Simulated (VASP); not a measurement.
# SrCr2N2: single point with PBE

The system is SrCr2N2.

```
Sr Cr N
1.0
     3.31969    0.00000    0.00000
    -1.65984    2.87494    0.00000
     0.00000    0.00000    6.54628
Sr Cr N
1 2 2
Direct
  0.00000 0.00000 0.50000
  0.66667 0.33333 0.11641
  0.33333 0.66667 0.88359
  0.66667 0.33333 0.80912
  0.33333 0.66667 0.19088
```

The cell comes from a database or a generator and needn't be the stable form of this composition.

| Item | Value |
| --- | --- |
| Program | VASP 6.6.1 |
| Task | single point |
| Functional | PBE |
| Potentials or basis | VASP PAW PBE potentials, release 64 (Sr_sv, Cr_pv, N) |
| Cutoff | 520 eV |
| k mesh | 6 × 6 × 2 |
| Occupations | gaussian, width 0.1 eV |
| Spin | collinear spin, typed start |
| Starting moments | [0.0, 3.0, 3.0, 0.0, 0.0] μB |
| Dipole correction | no |
| Further INCAR settings | ALGO = Normal; EDIFF = 1e-06; NBANDS = 34 |

The pressure is 0.1 GPa, the largest force is 0.187 eV/Å and the band gap on the k mesh is none (metal or under the smearing width). The net moment is 0.93 μB per cell. The site moments are Sr -0.02; Cr +0.49; N -0.03 μB and the valence electrons inside the program's atomic spheres are Sr 8.21; Cr 11.11; N 3.67.

Forces in eV/Å, atoms in the order of the input:
```
Sr   0.000  0.000  0.000
Cr   0.000  0.000 -0.187
Cr   0.000  0.000  0.187
N    0.000  0.000 -0.166
N    0.000  0.000  0.166
```

Stress tensor (GPa, compression positive):
```
0.01 0.00 0.00
0.00 0.01 0.00
0.00 0.00 0.17
```

Levels at points of the mesh, in eV from the Fermi level:
Spin up:
```tsv
k point	band 18	band 19	band 20	band 21	band 22	band 23	band 24	band 25	band 26	band 27
(0.00, 0.00, 0.00)	-5.19	-1.62	-1.62	-0.83	0.50	0.65	0.65	2.08	2.78	2.78
(0.50, 0.00, 0.00)	-4.13	-2.10	-2.02	-1.23	-0.63	-0.15	0.00	0.26	0.36	1.43
(0.00, 0.00, 0.50)	-4.88	-1.53	-1.53	-0.34	0.27	0.47	0.47	2.41	2.41	2.62
(0.50, 0.00, 0.50)	-4.28	-2.12	-1.58	-1.39	-1.08	-0.08	0.19	0.39	0.71	1.61
```
Spin down:
```csv
k point,band 18,band 19,band 20,band 21,band 22,band 23,band 24,band 25
"(0.00, 0.00, 0.00)",-5.05,-1.38,-1.38,-0.60,0.78,1.02,1.02,2.19
"(0.50, 0.00, 0.00)",-4.05,-1.91,-1.76,-0.76,-0.55,0.39,0.43,0.78
"(0.00, 0.00, 0.50)",-4.88,-1.29,-1.29,0.20,0.27,0.82,0.82,2.59
"(0.50, 0.00, 0.50)",-4.22,-1.85,-1.34,-1.15,-0.63,0.35,0.66,0.92
```

Run time: 59 s on 1 thread of AMD EPYC 9R45 96-Core Processor (Zen 5) (shared host), peak memory 0.21 GiB.

Caveat: the k mesh is coarse (spacing up to 0.48 Å⁻¹), so the values aren't converged. With open d or f shells a metallic result of PBE can be an artefact of self-interaction; +U or a hybrid may open a gap.
